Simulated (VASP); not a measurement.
Data:

```xyz
2
Lattice="1.7805 -3.0839 0.0000 1.7805 3.0839 0.0000 0.0000 0.0000 5.4611" Properties=species:S:1:pos:R:3 pbc="T T T"
Ho     1.7805     1.0280     1.3653
Ho     1.7805    -1.0280     4.0958
```

Calculation: MS2 meta-GGA, VASP's PBE PAW potentials (set 64) (plane waves; VASP). Numerical set-up: 520 eV cut-off, 13×13×8 Γ-centred mesh, tetrahedra with Blöchl corrections, potentials Ho_3.

The 4f electrons are frozen in the core of the lanthanide potential, so 4f levels, which can set the real gap, and their magnetism are missing.

Give the energies of bands 7 to 12 at the high-symmetry points, in eV from the Fermi level.

```
band      Γ      M      K      A      L      H
----  -----  -----  -----  -----  -----  -----
7     -5.47  -2.04  -0.98  -3.73  -2.04  -0.58
8     -2.25  -1.50  -0.80  -3.73  -2.04  -0.58
9      1.44  -0.98  -0.80   1.18   0.11  -0.46
10     1.95  -0.04  -0.51   1.18   0.11  -0.46
11     1.95   1.54   1.34   1.81   1.74   0.60
12     2.53   1.83   1.34   1.81   1.74   0.60
```

It has no gap at this level: it comes out as a metal or semimetal.

The compound is Ho in the hcp structure. It was relaxed first.
